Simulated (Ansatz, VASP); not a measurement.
**Two plane-wave programs on HPbNO4**

File INCAR:

```
SYSTEM = HPbNO4
  PREC = Accurate
  ENCUT = 520
  EDIFF = 1E-6
  ISMEAR = -1
  SIGMA = 0.05
  LREAL = .FALSE.
  LASPH = .TRUE.
  NELM = 60
  ALGO = Normal
  ISIF = 2
  LWAVE = .FALSE.
  LCHARG = .FALSE.
  GGA = PE
  NBANDS = 57
  KPAR = 4
```

File KPOINTS:

```
Automatic mesh
0
G
  7 5 4
  0 0 0
```

The input POSCAR:

```
HPbNO4
1.0
    4.1204000000     -0.0008100000     -0.0112000000
    0.0040400000      6.4272200000      0.0536000000
    0.0279100000      3.2070700000      7.7499400000
H Pb N O
2 2 2 8
Direct
    0.9036600000      0.2182100000      0.4885100000
    0.4033700000      0.7817700000      0.5114200000
    0.3945500000      0.3086300000      0.7072500000
    0.8948900000      0.6913500000      0.2926600000
    0.6340900000      0.1999000000      0.2073000000
    0.1338600000      0.8001200000      0.7927500000
    0.9082900000      0.3286600000      0.5436900000
    0.5379200000      0.3907600000      0.1949700000
    0.5348300000      0.1127900000      0.1060200000
    0.8371800000      0.0888700000      0.3267200000
    0.4081700000      0.6713200000      0.4562400000
    0.0377400000      0.6092400000      0.8052000000
    0.0342900000      0.8873700000      0.8939700000
    0.3371600000      0.9110100000      0.6733000000
```

The input KPOINTS_OPT:

```
path XGY,LGZ,NGM,RG
20
line-mode
reciprocal
 0.0000000000  0.5000000000  0.5000000000  X
 0.0000000000  0.0000000000  0.0000000000  G

 0.0000000000  0.0000000000  0.0000000000  G
 0.5000000000  0.0000000000  0.0000000000  Y

 0.5000000000  0.5000000000  0.5000000000  L
 0.0000000000  0.0000000000  0.0000000000  G

 0.0000000000  0.0000000000  0.0000000000  G
-0.5000000000  0.0000000000 -0.5000000000  Z

-0.5000000000  0.5000000000  0.0000000000  N
 0.0000000000  0.0000000000  0.0000000000  G

 0.0000000000  0.0000000000  0.0000000000  G
 0.0000000000  0.0000000000 -0.5000000000  M

 0.0000000000  0.5000000000  0.0000000000  R
 0.0000000000  0.0000000000  0.0000000000  G
```

File input.yaml:

```yaml
crystal:
  lattice:
    - [4.1204, -0.00081, -0.0112]
    - [0.00404, 6.42722, 0.0536]
    - [0.02791, 3.20707, 7.74994]
  atoms:
    - { symbol: H, position: [0.90366, 0.21821, 0.48851] }
    - { symbol: H, position: [0.40337, 0.78177, 0.51142] }
    - { symbol: Pb, position: [0.39455, 0.30863, 0.70725] }
    - { symbol: Pb, position: [0.89489, 0.69135, 0.29266] }
    - { symbol: "N", position: [0.63409, 0.1999, 0.2073] }
    - { symbol: "N", position: [0.13386, 0.80012, 0.79275] }
    - { symbol: O, position: [0.90829, 0.32866, 0.54369] }
    - { symbol: O, position: [0.53792, 0.39076, 0.19497] }
    - { symbol: O, position: [0.53483, 0.11279, 0.10602] }
    - { symbol: O, position: [0.83718, 0.08887, 0.32672] }
    - { symbol: O, position: [0.40817, 0.67132, 0.45624] }
    - { symbol: O, position: [0.03774, 0.60924, 0.8052] }
    - { symbol: O, position: [0.03429, 0.88737, 0.89397] }
    - { symbol: O, position: [0.33716, 0.91101, 0.6733] }
hamiltonian:
  xc: pbe
  pseudopotentials: { kind: paw }
kpoints:
  mp_grid: { grid: [7, 5, 4] }
  band_path:
    path:
      - [[0.0, 0.5, 0.5], [0.0, 0.0, 0.0], [0.5, 0.0, 0.0]]
      - [[0.5, 0.5, 0.5], [0.0, 0.0, 0.0], [-0.5, 0.0, -0.5]]
      - [[-0.5, 0.5, 0.0], [0.0, 0.0, 0.0], [0.0, 0.0, -0.5]]
      - [[0.0, 0.5, 0.0], [0.0, 0.0, 0.0]]
    npoints: 10
scf:
  occupations: { method: fermi_dirac, width: 0.05 }
  n_extra_bands: 35
output:
  forces: true
  stress: true
  eigenvalues: true
  fatbands: false
```

The cell was built by a generator and needn't be a form met in nature.

Alike in both runs: task band structure; functional PBE; k mesh 7 × 5 × 4; occupations fermi-dirac, width 0.05 eV; no spin polarisation.

|  | VASP | Ansatz |
| --- | --- | --- |
| version | VASP 6.6.1 | Ansatz 0.2.0 |
| potentials or method | VASP PAW PBE potentials, release 64 (H, Pb_d, N, O) | Ansatz PAW |
| plane-wave cutoff (eV) | 520 | 420 |
| valence electrons in the cell | 88 | 88 |

|  | VASP | Ansatz | Ansatz less VASP |
| --- | --- | --- | --- |
| gap on the k mesh at the Fermi level (eV) | 3.27 | 3.30 | +0.027 |
| least direct gap on the mesh (eV) | 3.36 | 3.39 | +0.028 |
| gap along the band path (eV) | 3.27 | 3.30 | +0.032 |
| pressure (GPa) | 0.6 | 0.0 | -0.59 |
| largest component of the traceless stress (GPa) | 0.52 | 0.02 | -0.500 |
| rms of the force components (eV/Å) | 0.148 | 0.002 | -0.1464 |

Atom by atom the forces differ by 0.148 eV/Å (rms over components). One of these differences is far larger than is usual between the two programs; its cause wasn't traced. The functional is the same, so the differences come from potentials, cutoffs and numerics.

Caveats: spin-orbit coupling is left out, which as a rule narrows the gap of such compounds by several tenths of an eV; the standard files for N, O and F lose accuracy on very short bonds (VASP); the pressure holds a Pulay correction of +0.6 GPa for the finite cutoff (Ansatz).
